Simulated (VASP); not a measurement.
A convergence study with VASP on AuZn (CsCl type): a few settings are varied, all else stays as given below, so the limit is that of these other settings.

```yaml
crystal:
  lattice:
    - [3.15000, 0.00000, 0.00000]
    - [0.00000, 3.15000, 0.00000]
    - [0.00000, 0.00000, 3.15000]
  atoms:
    - { symbol: Zn, position: [0.50000, 0.50000, 0.50000] }
    - { symbol: Au, position: [0.00000, 0.00000, 0.00000] }
```

Level of theory: PBE GGA, VASP's PBE PAW potentials (set 64) (plane waves; VASP). The last row used: 550 eV cut-off, 19×19×19 Γ-centred mesh, second-order Methfessel-Paxton smearing of 0.40 eV, potentials Zn Au.

```json
[
 {"setting": "ISMEAR = -1, SIGMA = 0.01, 6×6×6 mesh", "E (eV/atom)": "-2.3409", "pressure (GPa)": "4.84", "irreducible k-points": "20"},
 {"setting": "ISMEAR = -1, SIGMA = 0.1, 6×6×6 mesh", "E (eV/atom)": "-2.3462", "pressure (GPa)": "4.70", "irreducible k-points": "20"},
 {"setting": "ISMEAR = 0, SIGMA = 0.01, 6×6×6 mesh", "E (eV/atom)": "(withheld)", "pressure (GPa)": "(withheld)", "irreducible k-points": "20"},
 {"setting": "ISMEAR = 0, SIGMA = 0.1, 6×6×6 mesh", "E (eV/atom)": "-2.3426", "pressure (GPa)": "4.71", "irreducible k-points": "20"},
 {"setting": "ISMEAR = 1, SIGMA = 0.01, 6×6×6 mesh", "E (eV/atom)": "-2.3406", "pressure (GPa)": "5.01", "irreducible k-points": "20"},
 {"setting": "ISMEAR = 1, SIGMA = 0.2, 6×6×6 mesh", "E (eV/atom)": "-2.3432", "pressure (GPa)": "4.71", "irreducible k-points": "20"},
 {"setting": "ISMEAR = 2, SIGMA = 0.05, 6×6×6 mesh", "E (eV/atom)": "-2.3409", "pressure (GPa)": "4.84", "irreducible k-points": "20"},
 {"setting": "ISMEAR = 2, SIGMA = 0.2, 6×6×6 mesh", "E (eV/atom)": "-2.3426", "pressure (GPa)": "4.71", "irreducible k-points": "20"},
 {"setting": "ISMEAR = -1, SIGMA = 0.01, 13×13×13 mesh", "E (eV/atom)": "-2.3650", "pressure (GPa)": "4.50", "irreducible k-points": "84"},
 {"setting": "ISMEAR = -1, SIGMA = 0.2, 13×13×13 mesh", "E (eV/atom)": "-2.3671", "pressure (GPa)": "4.63", "irreducible k-points": "84"},
 {"setting": "ISMEAR = 0, SIGMA = 0.01, 13×13×13 mesh", "E (eV/atom)": "-2.3650", "pressure (GPa)": "4.51", "irreducible k-points": "84"},
 {"setting": "ISMEAR = 0, SIGMA = 0.2, 13×13×13 mesh", "E (eV/atom)": "-2.3662", "pressure (GPa)": "4.54", "irreducible k-points": "84"},
 {"setting": "ISMEAR = 1, SIGMA = 0.01, 13×13×13 mesh", "E (eV/atom)": "-2.3650", "pressure (GPa)": "4.51", "irreducible k-points": "84"},
 {"setting": "ISMEAR = 1, SIGMA = 0.4, 13×13×13 mesh", "E (eV/atom)": "-2.3671", "pressure (GPa)": "4.50", "irreducible k-points": "84"},
 {"setting": "ISMEAR = 2, SIGMA = 0.05, 13×13×13 mesh", "E (eV/atom)": "-2.3650", "pressure (GPa)": "4.49", "irreducible k-points": "84"},
 {"setting": "ISMEAR = 2, SIGMA = 0.4, 13×13×13 mesh", "E (eV/atom)": "-2.3667", "pressure (GPa)": "4.52", "irreducible k-points": "84"},
 {"setting": "ISMEAR = -1, SIGMA = 0.05, 19×19×19 mesh", "E (eV/atom)": "-2.3668", "pressure (GPa)": "4.48", "irreducible k-points": "220"},
 {"setting": "ISMEAR = -1, SIGMA = 0.2, 19×19×19 mesh", "E (eV/atom)": "-2.3670", "pressure (GPa)": "4.63", "irreducible k-points": "220"},
 {"setting": "ISMEAR = 0, SIGMA = 0.05, 19×19×19 mesh", "E (eV/atom)": "-2.3667", "pressure (GPa)": "4.48", "irreducible k-points": "220"},
 {"setting": "ISMEAR = 0, SIGMA = 0.2, 19×19×19 mesh", "E (eV/atom)": "-2.3669", "pressure (GPa)": "4.50", "irreducible k-points": "220"},
 {"setting": "ISMEAR = 1, SIGMA = 0.05, 19×19×19 mesh", "E (eV/atom)": "-2.3667", "pressure (GPa)": "4.48", "irreducible k-points": "220"},
 {"setting": "ISMEAR = 1, SIGMA = 0.4, 19×19×19 mesh", "E (eV/atom)": "-2.3672", "pressure (GPa)": "4.49", "irreducible k-points": "220"},
 {"setting": "ISMEAR = 2, SIGMA = 0.1, 19×19×19 mesh", "E (eV/atom)": "-2.3667", "pressure (GPa)": "4.48", "irreducible k-points": "220"},
 {"setting": "ISMEAR = 2, SIGMA = 0.4, 19×19×19 mesh", "E (eV/atom)": "-2.3671", "pressure (GPa)": "4.48", "irreducible k-points": "220"}
]
```

Q: Fill in the missing entries.

A: 
- ISMEAR = 0, SIGMA = 0.01, 6×6×6 mesh, E (eV/atom): -2.3407
- ISMEAR = 0, SIGMA = 0.01, 6×6×6 mesh, pressure (GPa): 4.98

Left out are rungs that failed or repeat a setting and relaxations that didn't move; long series are thinned to 24 rows.

The compound is AuZn in the CsCl type structure. The cell was not relaxed at this level. The electron count is odd and the run is not spin-polarised, which forces a metal.
